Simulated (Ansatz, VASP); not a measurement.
## Zn (Zinc) in two plane-wave programs

Wanted: the spread between two codes on one cell, functional and k mesh. The cell is taken from a series of runs on this material, whose earlier steps may have relaxed, scaled, displaced or heated it; both programs get it as it stands.

Calculated with Ansatz 0.2.0; plane waves, with VASP 6.6.1 beside it; zone-centre phonons at PBEsol.

### 1. The structure

Symmetry: P6_3/mmc, No. 194, hexagonal system. The conventional cell has a = 2.596 Å, b = 2.596 Å, c = 4.880 Å, α = 90.00°, β = 90.00°, γ = 120.00°. Zn has 12 Zn at 2.60 to 2.86 Å nearest.

### 2. Ansatz: zone-centre phonons, PBEsol

Ansatz runs on its PAW soft_1 files.

Second derivatives magnify differences that forces hide, and they need a tight electronic threshold.

Input file input.yaml:

```yaml
crystal:
  lattice:
    - [2.5958668056, 0.0, 0.0]
    - [-1.2979334028, 2.2480865985, 0.0]
    - [0.0, 0.0, 4.8795811176]
  atoms:
    - { symbol: Zn, position: [0.3333333333, 0.6666666667, 0.25] }
    - { symbol: Zn, position: [0.6666666667, 0.3333333333, 0.75] }
kpoints:
  mp_grid: { grid: [24, 24, 10] }
hamiltonian:
  xc: pbesol
  pseudopotentials: { kind: paw, azcp: { folder: soft_1 }, xc_functional: pbe }
scf:
  occupations: { method: methfessel_paxton, width: 0.2 }
output:
  eigenvalues: true
phonons:
  method: dfpt
  qmesh: [2, 2, 2]
  temperatures: { t_max: 1000, t_step: 50 }
  qpath:
    path:
      - [[0.0, 0.0, 0.0], [0.5, 0.0, 0.0], [0.33333333, 0.33333333, 0.0], [0.0, 0.0, 0.0], [0.0, 0.0, 0.5], [0.5, 0.0, 0.5], [0.33333333, 0.33333333, 0.5], [0.0, 0.0, 0.5]]
      - [[0.5, 0.0, 0.5], [0.5, 0.0, 0.0]]
      - [[0.33333333, 0.33333333, 0.5], [0.33333333, 0.33333333, 0.0]]
    npoints: 10
basis:
  ecutwfc: 340
```

On the command line:

```bash
> ansatz run input.yaml --threads 8 --pin off --max-ram 15360MiB --backend cpu --events-out ev --progress --plain --runs-dir out
```

Numbers of over 12 decimals in the logs are rounded to 6 here.

Log:

```text
Warning: basis.ecutwfc = 340 eV is below the records' recommended 420 eV, and the density's cutoff is lower with it unless basis.ecutrho_ratio is high enough to keep the records' density cutoff: compare with a run at a higher cutoff
Engine: ansatz 0.2.0, x86_64-unknown-linux-gnu
Pseudopotentials: kind: paw
Pseudopotential: Zn, paw, valence charge 12, recommended cutoff 420 eV (normal), soft_1/Zn.paw.azcp
Functional definition: PBEsol
  exchange = pbesol_x
  correlation = pbesol_c
Crystal: 2 atoms, lattice volume = 28.476 Å³
Basis set: ecut = 340 eV, 399 PW (Γ), exchange–correlation on 32×32×60 points (8 copies of the dense FFT grid, shifted against one another)
Bands: 16, of which v1, the nominal top of the filled ones, is band 12 counted from 1 (11 counted from 0)
Symmetry: 24 space group operations
k-points: 366 of 5760
Non-local potential: Zn, projectors of the file, l = 0: 2, l = 1: 2, l = 2: 3, l = 3: 1
PAW form: soft (Blöchl's): semilocal exchange-correlation on the pseudo side does not see the compensation charge
PAW frozen core: Zn, regenerated for the run's functional, and the local potential with it (the file was generated under x = pbe(κ = 0.804, μ = 0.219515), c = pbe(β = 0.066725))
PAW one-centre angular grid: Zn, 590 points (default); XC on 64 Gauss nodes
Initial density: superposition of atomic densities (chi_scale 0.1, normalization cell)
Initial wavefunctions: pseudopotential atomic-orbital guess
Functional: x = pbesol(κ = 0.804, μ = 0.123457), c = pbesol(β = 0.046)
SCF iter   1: F=—  HF=-6562.106853 eV  |F-HF|=—  |Δ(HF+E_count)|=         —  Δρ=6.90e-2  dr2=1.02e0  ethr=3.10e-3  ⟨swp⟩=5.6  Hψ=34171  notcnv=0
preconditioner: auto → none  [metal: Δε(μ)=0.035 eV  Ē_g=12.764 eV  σ=0.200 eV  W_gap=0.15  n_scr=4 (ndim 8)  ℏωp=34.1 eV  f_vac=0.000  D(μ)=0.30/eV (n_scr^D=2)  sad-step TF]
SCF iter   2: F=—  HF=-6561.841934 eV  |F-HF|=—  |Δ(HF+E_count)|=   2.65e-1  S|Δr|=    0.00e0  Δρ=2.58e-2  dr2=8.30e-2  ethr=3.10e-3  ⟨swp⟩=2.0  Hψ=14425  notcnv=0  defer=7
SCF iter   3: F=—  HF=-6561.801001 eV  |F-HF|=—  |Δ(HF+E_count)|=   4.09e-2  S|Δr|=    0.00e0  Δρ=1.14e-2  dr2=2.27e-2  ethr=3.46e-4  ⟨swp⟩=2.0  Hψ=11960  notcnv=0  defer=7
SCF iter   4: F=—  HF=-6561.798258 eV  |F-HF|=—  |Δ(HF+E_count)|=   2.74e-3  S|Δr|=    0.00e0  Δρ=4.08e-3  dr2=1.67e-3  ethr=9.44e-5  ⟨swp⟩=2.3  Hψ=9621  notcnv=0  defer=7
SCF iter   5: F=—  HF=-6561.798481 eV  |F-HF|=—  |Δ(HF+E_count)|=   2.23e-4  S|Δr|=    0.00e0  Δρ=7.02e-5  dr2=5.68e-7  ethr=6.97e-6  ⟨swp⟩=2.0  Hψ=9693  notcnv=0  defer=7
SCF iter   6: F=—  HF=-6561.798482 eV  |F-HF|=—  |Δ(HF+E_count)|=   6.21e-7  S|Δr|=    0.00e0  Δρ=4.14e-5  dr2=3.09e-7  ethr=2.37e-9  ⟨swp⟩=3.0  Hψ=11869  notcnv=0  defer=7
SCF iter   7: F=—  HF=-6561.798481 eV  |F-HF|=—  |Δ(HF+E_count)|=   6.64e-8  S|Δr|=    0.00e0  Δρ=2.67e-6  dr2=1.09e-9  ethr=1.29e-9  ⟨swp⟩=2.7  Hψ=10705  notcnv=0  defer=7
SCF iter   8: F=-6561.798481 eV  HF=-6561.798481 eV  |F-HF|=1.82e-12  |Δ(HF+E_count)|=  1.29e-10  S|Δr|=    0.00e0  Δρ=8.98e-8  dr2=9.04e-13  ethr=1.00e-12  ⟨swp⟩=5.0  Hψ=33489  notcnv=0
SCF 1 converged in 8 iterations: F = -6561.798481 eV  dr2 = 9.04e-13
  greatest PAW one-centre occupation: 0.981 electrons in one spin orbital (limit 2), on the Zn atom at site 1 (counted from 0), in its partial waves of l = 2
NSCF: frozen V_eff on 366 k-points
NSCF: frozen V_eff on 942 k-points
DFPT response loops at q = (0, 0, 0) (fractional): preconditioner auto → Kerker (q_TF=auto, 2.652 Å⁻¹) (partly filled bands, converged f_vac=0.000); β = 1.00, the filter's whole step (`scf.mixing.beta` (0.50) is not read by the response loops under this deck's `scf.mixing.preconditioner`; to damp them name `kerker` or `kerker_dos`, under which they read `scf.mixing.beta`, and type it under 1.00, their step now; both keys bind the ground state too); Broyden in place of MSR1
NSCF: frozen V_eff on 1884 k-points
DFPT response loops at q = (0, 0, -0.5) (fractional): mixed as the last ones told, above
NSCF: frozen V_eff on 1884 k-points
DFPT response loops at q = (0, -0.5, 0) (fractional): mixed as the last ones told, above
NSCF: frozen V_eff on 1884 k-points
DFPT response loops at q = (0, -0.5, -0.5) (fractional): mixed as the last ones told, above
SCF converged after 8 iterations
Stability not checked: this state was not tested for a lower state beside it, because cold or Methfessel-Paxton smearing, or corrected tetrahedra, fill the levels in a way that the test cannot read (fill_not_monotonic; see scf.lower_state_search)
Free energy (F): -6561.798481 eV
Harris-Foulkes:  -6561.798481 eV  (|F-HF|=1.82e-12)
Internal energy: -6561.799028 eV  (E = F + TS)
E sigma→0 (E₀):  -6561.798618 eV
Entropy (-TS):   0.000547 eV (0.273 meV/atom)
Fermi energy:    11.764856 eV
--- Per-component energies (eV) ---
  E_band       = 112.241028
  E_kinetic    = 296.762520
  E_local      = -3437.511546  (includes V_loc(G=0)·N_el)
  E_nonlocal   = 1635.981404
  E_hartree    = 1277.573771
  E_xc         = -156.994013
  E_vxc        = -104.660884  (∫ρ·V_xc dr)
  E_paw        = -3716.208523  (= ΣΔE_a)
  E_vpaw       = -833.482363  (= ΣTr[D̂ρ^β])
  E_aug_tail   = 0.004332  (compensation charges beyond the density's cutoff)
  E_ewald      = -2463.001684
  E_core_change = 1.594712  (= ΣΔE_core)
  E_smearing   = 0.000547  (= −TS)
  E_closure    = 0.000000  (closes the sum)
  Σ components = -6561.798481   (vs F -6561.798481, Δ=0.00e0)
--- Band table (eV; the first three rows and the last of 366) ---
  k-point 0: bands = [... 8 lower, 4.4573, 4.6803, 4.6803, 7.7796, 8.7135, 25.5050, 29.2278, 30.2943]
  k-point 1: bands = [... 8 lower, 4.4648, 4.6761, 4.6761, 6.9245, 9.7064, 24.3744, 30.3565, 30.3565]
  k-point 2: bands = [... 8 lower, 4.4857, 4.6644, 4.6644, 5.8797, 11.1737, 22.3923, 30.5436, 30.5436]
  k-point 365: bands = [... 8 lower, 4.6640, 4.6640, 12.8182, 12.8182, 13.6971, 13.6971, 14.3129, 14.3129]
--- Phonons (Γ-DFPT): 2 representative perturbations + reference (Σ response iterations 7) ---
  ASR residual: 8.558e-5 → 0.000e0 eV/Å²; symmetrization residual: 1.032e-12 eV/Å²
  ASR residual per site (eV/Å²): 8.56e-5 8.56e-5
  Γ frequencies (cm⁻¹): 0.00 0.00 0.00 74.11 74.11 148.38
--- Phonons (arbitrary-q DFPT): 4 irreducible q on the 2×2×2 mesh ---
  q = [0.0000, 0.0000, 0.0000] (star 1, of the zone-centre solve; hermiticity 3.27e-14, symmetrization 3.90e-13): -0.00 -0.00 0.00 74.11 74.11 148.38
  q = [0.0000, 0.0000, -0.5000] (star 1, 2 solved perturbations in 1308 linear systems a pass and spin channel, the states on 942 of 5760 k-point pairs; hermiticity 1.72e-11, symmetrization 8.58e-12): 58.92 58.92 58.92 58.92 98.94 98.94
  q = [0.0000, -0.5000, 0.0000] (star 3, 3 solved perturbations on 942 of 5760 k-point pairs; hermiticity 4.22e-5, symmetrization 8.99e-6): 65.08 78.80 126.63 130.69 220.03 229.16
  q = [0.0000, -0.5000, -0.5000] (star 3, 3 solved perturbations on 942 of 5760 k-point pairs; hermiticity 1.77e-5, symmetrization 1.24e-5): 68.01 68.01 126.48 126.48 226.74 226.74
  sum rule: each row above includes the acoustic sum rule's correction from the zone centre's row sums; it moved no ω² by more than (0.60 cm⁻¹)²
  mesh force constants: q→R imaginary residual 6.39e-18; ASR residual 8.558e-5 → 0.000e0 eV/Å²; symmetrization residual 6.217e-15 eV/Å²
  interpolated dispersion: 93 rows × 6 modes
  density of states and harmonic sums: on the 28×28×14 q-mesh, interpolated from the force constants of a 2×2×2 supercell (no non-analytic term)
  largest difference from the sums on the solved wave vectors: F 5.84e-2 eV, S 9.07e-5 and C_V 3.23e-5 eV/K
  zero-point energy: 0.047501 eV/cell   skipped modes (ω ≤ 0): 3   left out of the sums: 4.56e-5 of the cell's modes: C_V's classical limit lies that fraction below 3 k_B per atom; for a crystal, a wire or a layer, F and S can be off by more, and a phonons.interpolated_qmesh denser along its periods is the remedy for the sampling
```

### 3. VASP: zone-centre phonons, PBEsol

The same cell, functional, mesh and smearing now go to VASP, with its own data sets.

Lines of VASP's logs that name or quote its potential files are left out, and so is its time.

Input file INCAR:

```
SYSTEM = Zn
PREC = Accurate
ENCUT = 500
EDIFF = 1E-08
NELM = 120
ISMEAR = 1
SIGMA = 0.2
LREAL = .FALSE.
ALGO = Normal
GGA = PS
NBANDS = 18
LORBIT = 11
LWAVE = .FALSE.
LCHARG = .FALSE.
ISIF = 2
IBRION = 8
LASPH = .TRUE.
GGA_COMPAT = .FALSE.
KPAR = 2
```

Input file POSCAR:

```
Zn
1.0
    2.5958668056      0.0000000000      0.0000000000
   -1.2979334028      2.2480865985      0.0000000000
    0.0000000000      0.0000000000      4.8795811176
Zn
2
Direct
    0.3333333333      0.6666666667      0.2500000000
    0.6666666667      0.3333333333      0.7500000000
```

Input file KPOINTS:

```
Automatic mesh
0
Gamma
24 24 10
0 0 0
```

The projector-augmented-wave data sets are Zn (PBE family, release 64).

On the command line:

```bash
> mpirun -np 2 vasp_std
```

Log:

```text
[banner, memory and clock lines left out]
running    2 mpi-ranks, on    1 nodes
 distrk:  each k-point on    1 cores,    2 groups
 distr:  one band on    1 cores,    1 groups

 POSCAR found type information on POSCAR Zn
 POSCAR found :  1 types and       2 ions
|                                                                             |
|               ----> ADVICE to this user running VASP <----                  |
|                                                                             |
|     You enforced a specific xc type in the INCAR file but a different       |
|     [... a line on the potential file left out ...]
|     I HOPE YOU KNOW WHAT YOU ARE DOING!                                     |
|                                                                             |

 LDA part: xc-table for (Slater+PW92), standard interpolation
 POSCAR, INCAR and KPOINTS ok, starting setup
 FFT: planning ... GRIDC
 FFT: planning ... GRID_SOFT
 FFT: planning ... GRID
 WAVECAR not read
 entering main loop
       N       E                     dE             d eps       ncg     rms          rms(c)
DAV:   1     0.104455236694E+03    0.10446E+03   -0.12282E+04 13688   0.210E+03
DAV:   2     0.537033501278E+00   -0.10392E+03   -0.10116E+03 13280   0.293E+02
DAV:   3    -0.348513250248E+01   -0.40222E+01   -0.40076E+01 14876   0.662E+01
DAV:   4    -0.350529270506E+01   -0.20160E-01   -0.20155E-01 14492   0.473E+00
DAV:   5    -0.350531768181E+01   -0.24977E-04   -0.24977E-04 14372   0.149E-01    0.480E+00
DAV:   6    -0.319430903779E+01    0.31101E+00   -0.13174E+00 14196   0.252E+01    0.338E+00
DAV:   7    -0.317871053455E+01    0.15599E-01   -0.47203E-02 16880   0.388E+00    0.175E+00
DAV:   8    -0.317107670558E+01    0.76338E-02   -0.22171E-03 17742   0.720E-01    0.572E-02
DAV:   9    -0.317103447988E+01    0.42226E-04   -0.26438E-04 17892   0.228E-01    0.324E-02
DAV:  10    -0.317103873552E+01   -0.42556E-05   -0.21888E-05 13660   0.428E-02    0.284E-03
DAV:  11    -0.317103858649E+01    0.14903E-06   -0.58836E-07 14778   0.120E-02    0.222E-03
DAV:  12    -0.317103830711E+01    0.27938E-06   -0.13579E-08 11126   0.197E-03    0.544E-04
DAV:  13    -0.317103831872E+01   -0.11619E-07   -0.10895E-08  7240   0.200E-03    0.589E-05
DAV:  14    -0.317103831846E+01    0.26148E-09   -0.18883E-09  7042   0.374E-04
   1 F= -.31710383E+01 E0= -.31712202E+01  d E =0.545554E-03
 Linear response reoptimize wavefunctions to high precision
DAV:   1    -0.317103831928E+01   -0.82082E-09   -0.16935E-10  7376   0.209E-04
DAV:   2    -0.317103831929E+01   -0.86402E-11   -0.73386E-12  6960   0.240E-05
 Linear response DOF=           2
 Linear response progress:
  Degree of freedom:   1/  2
       N       E                     dE             d eps       ncg     rms          rms(c)
RMM:   1    -0.200241496367E+00   -0.20024E+00   -0.54570E-03 85376   0.177E+00
RMM:   2    -0.199982154630E+00    0.25934E-03   -0.64570E-04 92012   0.276E-01    0.517E-02
RMM:   3    -0.199538733460E+00    0.44342E-03   -0.41485E-05111389   0.521E-02    0.293E-02
RMM:   4    -0.199070875069E+00    0.46786E-03   -0.40747E-05108690   0.501E-02    0.251E-03
RMM:   5    -0.199079748582E+00   -0.88735E-05   -0.44962E-07114346   0.448E-03    0.135E-03
RMM:   6    -0.199074612503E+00    0.51361E-05   -0.35469E-08114163   0.136E-03    0.171E-04
RMM:   7    -0.199075658938E+00   -0.10464E-05   -0.31212E-09114456   0.362E-04    0.396E-05
RMM:   8    -0.199075075145E+00    0.58379E-06   -0.63108E-10115979   0.102E-04    0.639E-06
RMM:   9    -0.199074947586E+00    0.12756E-06   -0.56903E-10115399   0.496E-05    0.159E-06
RMM:  10    -0.199074974625E+00   -0.27040E-07   -0.20594E-09 95174   0.343E-05    0.326E-07
RMM:  11    -0.199074979443E+00   -0.48176E-08   -0.86464E-10 68034   0.305E-05    0.151E-07
 first order change of Fermi-energy  -0.96567E-05
 force on displaced ion       1 direction 1 :  -0.688   0.000   0.000
 Linear response progress:
  Degree of freedom:   2/  2
       N       E                     dE             d eps       ncg     rms          rms(c)
RMM:   1    -0.225032339973E+00   -0.22503E+00   -0.81882E-03 28077   0.202E+00
RMM:   2    -0.222067324441E+00    0.29650E-02   -0.10076E-03 28164   0.506E-01    0.502E-02
RMM:   3    -0.222052732930E+00    0.14592E-04   -0.11584E-04 35704   0.737E-02    0.292E-02
RMM:   4    -0.221949496121E+00    0.10324E-03   -0.41420E-05 35730   0.337E-02    0.398E-03
RMM:   5    -0.221941380810E+00    0.81153E-05   -0.11537E-05 36783   0.533E-03    0.140E-03
RMM:   6    -0.221940510287E+00    0.87052E-06   -0.28941E-06 36610   0.169E-03    0.278E-04
RMM:   7    -0.221940523356E+00   -0.13068E-07   -0.74655E-07 35160   0.527E-04    0.785E-05
RMM:   8    -0.221940030838E+00    0.49252E-06   -0.26962E-07 34252   0.173E-04    0.376E-05
RMM:   9    -0.221939248745E+00    0.78209E-06   -0.14040E-07 36980   0.845E-05    0.470E-06
RMM:  10    -0.221939298421E+00   -0.49676E-07   -0.60202E-08 36836   0.412E-05    0.127E-06
RMM:  11    -0.221939293186E+00    0.52344E-08   -0.28779E-08 27083   0.317E-05    0.430E-07
 first order change of Fermi-energy   0.66119E-05
 force on displaced ion       1 direction 3 :  -0.000   0.000  -2.733
 Linear response finished
```

(Continued in part 2 of 2.)

[Lines on the potential files, build, host, timing and source positions are cut from VASP's logs without a mark.]

[Logs are printed without paths, hosts, clocks, repeated set-up lines and the standing remarks that a program may print on its own settings, such as how far it seeks lower states.]

[Hosts, paths, dates, database ids (printed as entryN), source tags and the programs' standing remarks are cut or masked in the printed files.]
